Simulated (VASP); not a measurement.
Write the native input for VASP 6.6.1 that does the following.

```
Task                   : single point
Functional             : LDA
Potentials or basis    : VASP PAW LDA potentials, release 64 (Cu, Pd)
Cutoff                 : 520 eV
k mesh                 : 9 × 9 × 9
Occupations            : gaussian, width 0.1 eV
Spin                   : no spin polarisation
Dipole correction      : no
Further INCAR settings : ALGO = Fast; EDIFF = 1e-06; NBANDS = 18
```

The structure of CuPd lies in POSCAR:

```
CuPd
1.0
    1.3545766024      0.7820651661      4.2189548006
   -1.3545766024      0.7820651661      4.2189548006
    0.0000000000     -1.5641303321      4.2189548006
Cu Pd
1 1
Direct
    0.0000000000      0.0000000000      0.0000000000
    0.5000000000      0.5000000000      0.5000000000
```

The cell comes from a database or a generator and needn't be the stable form of this composition.

One way to write it, as run:

INCAR

```
SYSTEM = CuPd
  PREC = Accurate
  ENCUT = 520
  EDIFF = 1E-6
  ISMEAR = 0
  SIGMA = 0.1
  LREAL = .False.
  LASPH = .True.
  NELM = 60
  ALGO = Fast
  ISIF = 2
  LWAVE = .False.
  LCHARG = .False.
  GGA = CA
  NBANDS = 18
```

KPOINTS

```
Automatic mesh
0
Gamma
  9 9 9
  0 0 0
```

Potentials or basis: VASP PAW LDA potentials, release 64 (Cu, Pd).

Launch:

```console
$ cat potpaw_LDA.64/Cu/POTCAR potpaw_LDA.64/Pd/POTCAR > POTCAR
$ mpirun -np 1 vasp_std > vasp.out
```

Results of the run:

The pressure is -9.0 GPa. The band gap on the k mesh is none (metal or under the smearing width).

Run time: 80 s on 1 thread of AMD EPYC 9R45 96-Core Processor (Zen 5), with other jobs on the host, peak memory 0.18 GiB.
